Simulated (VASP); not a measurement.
# Settings for SiH₂Cl₂: harmonic vibrations of a molecule

SiH₂Cl₂, molecule in box, 5 atoms in the cell. PBE, harmonic vibrations; PAW potentials Cl, Si, H (PBE set). VASP 6.6.1.

Wanted: frequencies followed through the series within 10 cm⁻¹; zero-point energy within 0.003 eV.

The series start from Force threshold of the relaxation (eV/Å): -0.005; Electronic threshold EDIFF (eV): 1e-7; Cutoff ENCUT (eV): 300; Displacements per direction (NFREE): 2; Displacement POTIM (Å): 0.015; Method: IBRION 5; Precision mode and projectors: Accurate. Each series keeps the choices made before it, and each single choice may use up half of a tolerance. Times cover all steps of a run.

## Force threshold of the relaxation (eV/Å)

| Force threshold of the relaxation (eV/Å) | Frequencies followed through the series, largest deviation (cm⁻¹) | Zero-point energy (eV) | Time (s) |
|---|---|---|---|
| -0.05 | 1 | 0.5398 | 459 |
| -0.02 | 1 | 0.5398 | 444 |
| -0.01 | 1 | 0.5398 | 540 |
| -0.005 | 1 | 0.5398 | 670 |
| -0.002 (reference) | 0 | 0.5399 | 632 |

Chosen: -0.05, the loosest value from which every tighter one stays within half of the tolerance.

## Electronic threshold EDIFF (eV)

| Electronic threshold EDIFF (eV) | Frequencies followed through the series, largest deviation (cm⁻¹) | Zero-point energy (eV) | Time (s) |
|---|---|---|---|
| 0.0001 | 18 | 0.5358 | 213 |
| 1e-5 | 10 | 0.5423 | 278 |
| 1e-6 | 3 | 0.5404 | 378 |
| 1e-7 | 1 | 0.5398 | 459 |
| 1e-8 (reference) | 0 | 0.5398 | 710 |

Chosen: 1e-6.

## Cutoff ENCUT (eV)

| Cutoff ENCUT (eV) | Frequencies followed through the series, largest deviation (cm⁻¹) | Zero-point energy (eV) | Time (s) |
|---|---|---|---|
| 250 | 13 | 0.5384 | 274 |
| 300 | 9 | 0.5404 | 378 |
| 350 | 2 | 0.5404 | 568 |
| 400 (reference) | 0 | 0.5405 | 540 |

Chosen: 350.

## Displacements per direction (NFREE)

| Displacements per direction (NFREE) | Frequencies followed through the series, largest deviation (cm⁻¹) | Zero-point energy (eV) | Time (s) |
|---|---|---|---|
| 1 | 20 | 0.5413 | 293 |
| 2 | 4 | 0.5404 | 568 |
| 4 (reference) | 0 | 0.5396 | 1048 |

Chosen: 2.

## Displacement POTIM (Å)

| Displacement POTIM (Å) | Frequencies followed through the series, largest deviation (cm⁻¹) | Zero-point energy (eV) | Time (s) |
|---|---|---|---|
| 0.015 | 0 | 0.5404 | 568 |
| 0.005 | 7 | 0.5422 | 374 |
| 0.03 | 4 | 0.5399 | 622 |
| 0.06 | 7 | 0.5393 | 703 |

Chosen: 0.015; no other choice that stays within half of the tolerance saves 30 % of the time.

## Method

| Method | Frequencies followed through the series, largest deviation (cm⁻¹) | Zero-point energy (eV) | Time (s) |
|---|---|---|---|
| IBRION 5 | 0 | 0.5404 | 568 |
| IBRION 6 | 0 | 0.5404 | 479 |
| IBRION 7 (perturbation theory) | 3 | 0.5401 | 625 |
| IBRION 8 (perturbation theory, symmetry) | 3 | 0.5401 | 683 |

Chosen: IBRION 5.

## All choices together

| Input | Frequencies followed through the series, largest deviation (cm⁻¹) | Zero-point energy (eV) | Time (s) |
|---|---|---|---|
| EDIFF, PREC and one displacement a direction left to chance (naive) | 28 | 0.5410 | 204 |
| chosen settings | 4 | 0.5404 | 568 |
| reference settings throughout | 0 | 0.5397 | 1458 |

The tolerance is met.

Values of the reference run: Frequencies followed through the series: 2225, 2211, 925.2, 840.7, 684.5, 577.3, 560.8, 503.4, 178.7 cm⁻¹.

## The input

INCAR.step1:
```
  PREC = Accurate
  ENCUT = 350
  EDIFF = 1E-8
  ISMEAR = 0
  SIGMA = 0.01
  ISYM = 0
  LREAL = F
  LASPH = T
  NELM = 100
  ALGO = Normal
  LWAVE = F
  LCHARG = F
  IBRION = 2
  NSW = 60
  ISIF = 2
  EDIFFG = -0.05
  POTIM = 0.5
```

INCAR.step2:
```
  PREC = Accurate
  ENCUT = 350
  EDIFF = 1E-6
  ISMEAR = 0
  SIGMA = 0.01
  ISYM = 0
  LREAL = F
  LASPH = T
  NELM = 100
  ALGO = Normal
  LWAVE = F
  LCHARG = F
  IBRION = 5
  NFREE = 2
  POTIM = 0.015
  NSW = 1
```

KPOINTS:
```
k-points
0
Gamma
  1 1 1
```

POSCAR.step1:
```
SiH2Cl2
1.0
   12.0000000000      0.0000000000      0.0000000000
    0.0000000000     12.0000000000      0.0000000000
    0.0000000000      0.0000000000     12.0000000000
Cl Si H
2 1 2
Direct
    0.3997250000      0.4758583300      0.6250541700
    0.4194666700      0.6083750000      0.3806125000
    0.4974666700      0.5026666700      0.4885375000
    0.5154000000      0.3951250000      0.4316791700
    0.6024416700      0.5550250000      0.5253958300
```

Commands (each step's output is kept before the next begins):
```
cat potpaw_PBE.64/Cl/POTCAR potpaw_PBE.64/Si/POTCAR potpaw_PBE.64/H/POTCAR > POTCAR
cp INCAR.step1 INCAR
cp POSCAR.step1 POSCAR
mpirun -np 4 vasp_gam > vasp.out
cp CONTCAR POSCAR
cp INCAR.step2 INCAR
mpirun -np 4 vasp_gam > vasp.out
```

The chosen input took VASP 6.6.1 568 s on 4 cores (Intel Xeon Platinum 8259CL @ 2.50GHz (Skylake/Cascade Lake)), a shared host.
